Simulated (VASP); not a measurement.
# MgSnO2 (P4/nmm) in VASP: density of states with PBE

Aim: the density of states of MgSnO2 with PBE.

Everything below comes from runs of VASP 6.6.1. Logs are shortened: lines on timing, memory, paths and dates and some standing lists are left out, and cuts for length are marked.

## 1. The structure

It takes space group P4/nmm (No. 129, tetragonal). Conventional cell: a = 3.960 Å, b = 3.960 Å, c = 9.255 Å, α = 90.00°, β = 90.00°, γ = 90.00°. Mg (site symmetry 4mm) is surrounded by 4 O at 1.99 Å. Sn (site symmetry 4mm) is surrounded by 4 O at 2.28 Å. O (site symmetry -4m2) has 4 Mg at 1.99 Å as nearest neighbours. O (site symmetry -4m2) is surrounded by 4 Sn at 2.28 Å.

The cell was built by a generator and needn't be a form met in nature.

## 2. Density of states, PBE

POSCAR

```
MgSnO2                                  
1.0
    3.9599906524      0.0000000000     -0.0000000000
   -0.0000000000      3.9599906524      0.0000000000
   -0.0000000000      0.0000000000      9.2548015961
  Mg              Sn              O             
     2     2     4
Direct
     0.0000000000000000    0.5000000000000000    0.4833794570146607
     0.5000000000000000    0.0000000000000000    0.5166205429853394
     0.0000000000000000    0.5000000000000000    0.1227771718183672
     0.5000000000000000    0.0000000000000000    0.8772228281816329
     0.5000000000000000    0.5000000000000000    0.5000000000000000
     0.0000000000000000    0.0000000000000000    0.5000000000000000
     0.5000000000000000    0.5000000000000000    0.0000000000000000
     0.0000000000000000    0.0000000000000000    1.0000000000000000
```

INCAR.step1

```
PREC     = Accurate       # precision mode
ENCUT    = 520            # plane-wave cutoff, eV
EDIFF    = 1E-7           # SCF threshold, eV
ISMEAR   = 0              # smearing method
SIGMA    = 0.03           # smearing width, eV
LREAL    = False          # projectors in reciprocal space
LASPH    = True           # aspherical terms in the spheres
NELM     = 60             # most SCF steps
ALGO     = Fast           # electronic algorithm
ISIF     = 2              # what is computed and relaxed
LWAVE    = False          # write WAVECAR
LCHARG   = True           # write CHGCAR
GGA      = PE             # functional
NBANDS   = 38             # bands
KPAR     = 4
```

KPOINTS.step1

```
regular mesh
0
Gamma
  6 6 4
```

INCAR.step2

```
PREC     = Accurate       # precision mode
ENCUT    = 520            # plane-wave cutoff, eV
EDIFF    = 1E-7           # SCF threshold, eV
ISMEAR   = -5             # smearing method
SIGMA    = 0.03           # smearing width, eV
LREAL    = False          # projectors in reciprocal space
LASPH    = True           # aspherical terms in the spheres
NELM     = 60             # most SCF steps
ALGO     = Fast           # electronic algorithm
ISIF     = 2              # what is computed and relaxed
LWAVE    = False          # write WAVECAR
LCHARG   = False          # write CHGCAR
GGA      = PE             # functional
LORBIT   = 10             # projections on sites
NBANDS   = 38             # bands
KPAR     = 4            
NEDOS    = 2001           # points of the DOS
ICHARG   = 11             # starting density
```

KPOINTS.step2

```
regular mesh
0
Gamma
  9 9 6
```

Potentials or basis: VASP PAW PBE potentials, release 64 (Mg, Sn_d, O).

Started as:

```
$ cat potpaw_PBE.64/Mg/POTCAR potpaw_PBE.64/Sn_d/POTCAR potpaw_PBE.64/O/POTCAR > POTCAR
$ cp INCAR.step1 INCAR
$ cp KPOINTS.step1 KPOINTS
$ mpirun -np 4 vasp_std > vasp.out
$ cp INCAR.step2 INCAR
$ cp KPOINTS.step2 KPOINTS
$ mpirun -np 4 vasp_std > vasp.out
```

OUTCAR:

```text
PREC = Accurate
   ENCUT = 520
   EDIFF = 1E-7
   ISMEAR = -5
   LREAL = False
   LASPH = True
   NELM = 60
   ISIF = 2
   GGA = PE
   LORBIT = 10
   ICHARG = 11

 ion  position               nearest neighbor table
   1  0.000  0.500  0.483-   5 1.99   6 1.99   6 1.99   5 1.99   2 2.82   2 2.82   2 2.82   2 2.82
                             3 3.34
   2  0.500  0.000  0.517-   5 1.99   6 1.99   5 1.99   6 1.99   1 2.82   1 2.82   1 2.82   1 2.82
                             4 3.34
   3  0.000  0.500  0.123-   7 2.28   8 2.28   8 2.28   7 2.28   1 3.34   4 3.61   4 3.61   4 3.61
                             4 3.61
   4  0.500  0.000  0.877-   7 2.28   8 2.28   7 2.28   8 2.28   2 3.34   3 3.61   3 3.61   3 3.61
                             3 3.61
   5  0.500  0.500  0.500-   1 1.99   2 1.99   2 1.99   1 1.99
   6  0.000  0.000  0.500-   1 1.99   2 1.99   1 1.99   2 1.99
   7  0.500  0.500  0.000-   3 2.28   4 2.28   4 2.28   3 2.28
   8  0.000  0.000  0.000-   3 2.28   4 2.28   3 2.28   4 2.28

  LATTYP: Found a simple tetragonal cell.
 ALAT       =     3.9599906524
 C/A-ratio  =     2.3370766268

  Lattice vectors:

 A1 = (   3.9599906524,   0.0000000000,   0.0000000000)
 A2 = (   0.0000000000,   3.9599906524,   0.0000000000)
 A3 = (   0.0000000000,   0.0000000000,   9.2548015961)

Analysis of symmetry for initial positions (statically):
=====================================================================
 Subroutine PRICEL returns:
 Original cell was already a primitive cell.

 Routine SETGRP: Setting up the symmetry group for a
 simple tetragonal supercell.

 Subroutine GETGRP returns: Found 16 space group operations
 (whereof  8 operations were pure point group operations)
 out of a pool of 16 trial point group operations.

The static configuration has the point symmetry D_2d.
 The point group associated with its full space group is D_4h.

Analysis of symmetry for dynamics (positions and initial velocities):
=====================================================================
 Subroutine PRICEL returns:
 Original cell was already a primitive cell.

 Routine SETGRP: Setting up the symmetry group for a
 simple tetragonal supercell.

 Subroutine GETGRP returns: Found 16 space group operations
 (whereof  8 operations were pure point group operations)
 out of a pool of 16 trial point group operations.

The dynamic configuration has the point symmetry D_2d.
 The point group associated with its full space group is D_4h.

 Subroutine INISYM returns: Found 16 space group operations
 (whereof  8 operations are pure point group operations),
 and found     1 'primitive' translations

----------------------------------------------------------------------------------------

                                     Primitive cell

  volume of cell :     145.1294

  direct lattice vectors                    reciprocal lattice vectors
     3.959990652  0.000000000  0.000000000     0.252525849  0.000000000  0.000000000
     0.000000000  3.959990652  0.000000000     0.000000000  0.252525849  0.000000000
     0.000000000  0.000000000  9.254801596     0.000000000  0.000000000  0.108052019

  length of vectors
     3.959990652  3.959990652  9.254801596     0.252525849  0.252525849  0.108052019

  position of ions in fractional coordinates (direct lattice)
     0.000000000  0.500000000  0.483379457
     0.500000000  0.000000000  0.516620543
     0.000000000  0.500000000  0.122777172
     0.500000000  0.000000000  0.877222828
     0.500000000  0.500000000  0.500000000
     0.000000000  0.000000000  0.500000000
     0.500000000  0.500000000  0.000000000
     0.000000000  0.000000000  0.000000000

  ion indices of the primitive-cell ions
   primitive index   ion index
                 1           1
                 2           2
                 3           3
                 4           4
                 5           5
                 6           6
                 7           7
                 8           8

----------------------------------------------------------------------------------------

 KPOINTS: regular mesh

Automatic generation of k-mesh.
 Grid dimensions read from file:
 generate k-points for:    9    9    6

 Generating k-lattice:

  Cartesian coordinates                     Fractional coordinates (reciprocal lattice)
     0.028058428  0.000000000  0.000000000     0.111111111  0.000000000  0.000000000
     0.000000000  0.028058428  0.000000000     0.000000000  0.111111111  0.000000000
     0.000000000  0.000000000  0.018008670     0.000000000  0.000000000  0.166666667

  Length of vectors
     0.028058428  0.028058428  0.018008670

  Shift w.r.t. Gamma in fractional coordinates (k-lattice)
     0.000000000  0.000000000  0.000000000

 TETIRR: Found    723 inequivalent tetrahedra from     2916

 Subroutine IBZKPT returns following result:
 ===========================================

 Found     60 irreducible k-points:

 Following reciprocal coordinates:
            Coordinates               Weight
  0.000000  0.000000  0.000000      1.000000
  0.111111  0.000000  0.000000      4.000000
  0.222222  0.000000  0.000000      4.000000
  0.333333  0.000000  0.000000      4.000000
  0.444444  0.000000  0.000000      4.000000
  0.111111  0.111111  0.000000      4.000000
[... 16 lines left out ...]
  0.333333  0.111111  0.166667     16.000000
  0.444444  0.111111  0.166667     16.000000
 [... further k-points ...]
   k-points           NKPTS =     60   k-points in BZ     NKDIM =     60   number of bands    NBANDS=     38
   number of dos      NEDOS =   2001   number of ions     NIONS =      8
   total plane-waves  NPLWV =  63000
   dimension x,y,z NGX =    30 NGY =   30 NGZ =   70
   dimension x,y,z NGXF=    60 NGYF=   60 NGZF=  140
   ions per type =               2   2   4
   NGX,Y,Z   is equivalent  to a cutoff of  12.59, 12.59, 12.57 a.u.
   NGXF,Y,Z  is equivalent  to a cutoff of  25.19, 25.19, 25.15 a.u.
 SYSTEM =  unknown system
   PREC   = accura    normal or accurate (medium, high low for compatibility)
   ISTART =      0    job   : 0-new  1-cont  2-samecut
   ICHARG =     11    charge: 1-file 2-atom 10-const
   ISPIN  =      1    spin polarized calculation?
   LNONCOLLINEAR =      F non collinear calculations
   LSORBIT =      F    spin-orbit coupling
   LASPH  =      T    aspherical Exc in radial PAW
   ENCUT  =  520.0 eV  38.22 Ry    6.18 a.u.   7.36  7.36 17.21*2*pi/ulx,y,z
   NELM   =     60;   NELMIN=  2; NELMDL=  0     # of ELM steps
   EDIFF  = 0.1E-06   stopping-criterion for ELM
   LREAL  =      F    real-space projection
   EDIFFG = 0.1E-05   stopping-criterion for IOM
   NSW    =      0    number of steps for IOM
   IBRION =     -1    ionic relax: 0-MD 1-quasi-New 2-CG
   NFREE  =      0    steps in history (QN), initial steepest desc. (CG)
   ISIF   =      2    stress and relaxation
   ISYM   =      2    0-nonsym 1-usesym 2-fastsym
   POTIM  = 0.5000    time-step for ionic-motion
   TEBEG  =    0.0;   TEEND  =   0.0 temperature during run
   PSTRESS=    0.0 pullay stress
   NELECT =      56.0000    total number of electrons
   NUPDOWN=      -1.0000    fix difference up-down
   EMIN   =  10.00;   EMAX   =-10.00  energy-range for DOS
   EFERMI =   0.00;   METHOD = LEGACY
   ISMEAR =    -5;   SIGMA  =   0.03  broadening in eV -4-tet -1-fermi 0-gaus
   EFERMI_NEDOS =   21; number of points for ismear=-14 and -15
   IALGO  =     68    algorithm
   IMIX   =      4    mixing-type and parameters
     AMIX     =   0.40;   BMIX     =  1.00
     AMIX_MAG =   1.60;   BMIX_MAG =  1.00
  volume/ion in A,a.u.               =      18.14       122.42
  Fermi-wavevector in a.u.,A,eV,Ry     =   1.191843  2.252257 19.326934  1.420490
  Thomas-Fermi vector in A             =   2.327895
   LORBIT       =     10    0 simple, 1 ext, 2 COOP (PROOUT), +10 PAW based schemes
   GGA     = PE    functional components
   LHFCALC =     F    Hartree Fock is set to
   AEXX    =    0.0000 exact exchange contribution
   IVDW    =     0    specifies the selected vdW correction
   LEPSILON=     F    determine dielectric tensor
   LRPA    =     F    only Hartree local field effects (RPA)
 non-spin polarized calculation
 RMM-DIIS sequential band-by-band and
 Fermi weights with tetrahedron method with Bloechl corrections
  energy-cutoff  :      520.00
  volume of cell :      145.13
 maximum number of plane-waves:      3962
 NGX is ok and might be reduce to    30

 number of electron      55.9999989 magnetization

 Free energy of the ion-electron system (eV)
  ---------------------------------------------------
  ext. energy  EPLUGINS =         0.00000000
  ---------------------------------------------------
  free energy    TOTEN  =       -44.87304510 eV

  energy without entropy =      -44.87304510  energy(sigma->0) =      -44.87304510

 E-fermi :   2.6563     XC(G=0):  -8.8041

 val. band max:        2.6475075131   @ k =   0.1111   0.0000   0.0000
 cond. band min:       4.4884047717   @ k =   0.0000   0.0000   0.0000
 fundamental gap:      1.8408972586
 Fermi energy:         2.6562972336

 k-point     1 :       0.0000    0.0000    0.0000
  band No.  band energies     occupation
      1     -18.4137      2.00000
      2     -18.0950      2.00000
      3     -18.0888      2.00000
      4     -18.0888      2.00000
      5     -18.0679      2.00000
      6     -18.0598      2.00000
[... 30 lines left out ...]
     37      10.7962      0.00000
     38      10.9273      0.00000
[... 941 lines left out ...]
     37      10.9180      0.00000
     38      11.2096      0.00000

 [... further k-points ...]

------------------------ aborting loop because EDIFF is reached ----------------------------------------

  FORCE on cell =-STRESS in cart. coord.  units (eV):
  Direction    XX          YY          ZZ          XY          YZ          ZX
  --------------------------------------------------------------------------------------
  -------------------------------------------------------------------------------------
  Total       -0.0026320     -0.0026320     -0.0021915      0.0000000      0.0000000      0.0000000
  in kB       -0.0290569     -0.0290569     -0.0241930      0.0000000      0.0000000      0.0000000
  external PRESSURE =      -0.0274356 kB  Pullay stress =       0.0000000 kB

 VOLUME and BASIS-vectors are now :
 -----------------------------------------------------------------------------
  energy-cutoff  :      520.00
  volume of cell :      145.13
      direct lattice vectors                 reciprocal lattice vectors
     3.959990652  0.000000000  0.000000000     0.252525849  0.000000000  0.000000000
     0.000000000  3.959990652  0.000000000     0.000000000  0.252525849  0.000000000
     0.000000000  0.000000000  9.254801596     0.000000000  0.000000000  0.108052019

 POSITION                                       TOTAL-FORCE (eV/Angst)
 -----------------------------------------------------------------------------------
      0.00000      1.98000      4.47358         0.000000      0.000000     -0.000367
      1.98000      0.00000      4.78122         0.000000      0.000000      0.000367
      0.00000      1.98000      1.13628         0.000000     -0.000000     -0.000333
      1.98000      0.00000      8.11852        -0.000000      0.000000      0.000333
      1.98000      1.98000      4.62740         0.000000      0.000000      0.000000
      0.00000      0.00000      4.62740         0.000000     -0.000000      0.000000
      1.98000      1.98000      0.00000        -0.000000     -0.000000      0.000000
      0.00000      0.00000      0.00000         0.000000      0.000000      0.000000
 -----------------------------------------------------------------------------------
    total drift:                                0.000000      0.000000      0.000000

  FREE ENERGIE OF THE ION-ELECTRON SYSTEM (eV)
  ---------------------------------------------------
  free  energy   TOTEN  =       -44.8730450970 eV

  energy  without entropy=      -44.8730450970  energy(sigma->0) =      -44.87304510

 total charge

# of ion       s       p       d       tot
------------------------------------------
    1        0.161   0.186   0.080   0.427
    2        0.161   0.186   0.080   0.427
    3        1.292   0.723  10.044  12.058
    4        1.292   0.723  10.044  12.058
    5        1.549   3.530   0.000   5.080
    6        1.549   3.530   0.000   5.080
    7        1.575   3.402   0.000   4.977
    8        1.575   3.402   0.000   4.977
--------------------------------------------------
tot          9.155  15.681  20.248  45.084
```

Run time: 3.2 min. Hardware: 4 MPI ranks of Intel Xeon Platinum 8559C (Emerald Rapids), shared host; peak memory 0.41 GiB.

Results:

| Item | Value |
| --- | --- |
| Valence electrons inside the program's atomic spheres | Mg 0.43; Sn 12.06; O 5.08, 4.98 |

States per cell in windows of 1 eV (zero at the valence-band top; states under -8 eV left out):
| from (eV) | total | O7_p | O8_p | O5_p | O6_p | Sn3_p | Sn4_p |
| --- | --- | --- | --- | --- | --- | --- | --- |
| -8.0 | 1.69 | 0.22 | 0.22 | 0.00 | 0.00 | 0.02 | 0.02 |
| -7.0 | 1.40 | 0.17 | 0.17 | 0.00 | 0.00 | 0.01 | 0.01 |
| -6.0 | 1.02 | 0.16 | 0.16 | 0.00 | 0.00 | 0.03 | 0.03 |
| -5.0 | 2.54 | 0.55 | 0.55 | 0.00 | 0.00 | 0.16 | 0.16 |
| -4.0 | 4.25 | 0.69 | 0.69 | 0.43 | 0.43 | 0.13 | 0.13 |
| -3.0 | 5.29 | 0.81 | 0.81 | 0.66 | 0.66 | 0.10 | 0.10 |
| -2.0 | 5.03 | 0.44 | 0.44 | 0.82 | 0.82 | 0.12 | 0.12 |
| -1.0 | 6.57 | 0.29 | 0.29 | 1.62 | 1.62 | 0.10 | 0.10 |
| 0.0 | 0.00 | 0.00 | 0.00 | 0.00 | 0.00 | 0.00 | 0.00 |
| 1.0 | 0.01 | 0.00 | 0.00 | 0.00 | 0.00 | 0.00 | 0.00 |
| 2.0 | 2.14 | 0.07 | 0.07 | 0.03 | 0.03 | 0.27 | 0.27 |
| 3.0 | 2.22 | 0.12 | 0.12 | 0.04 | 0.04 | 0.24 | 0.24 |
| 4.0 | 3.60 | 0.26 | 0.26 | 0.07 | 0.07 | 0.42 | 0.42 |
| 5.0 | 3.37 | 0.20 | 0.20 | 0.03 | 0.03 | 0.51 | 0.51 |
| 6.0 | 2.02 | 0.11 | 0.11 | 0.02 | 0.02 | 0.24 | 0.24 |
| 7.0 | 2.09 | 0.05 | 0.05 | 0.06 | 0.06 | 0.15 | 0.15 |
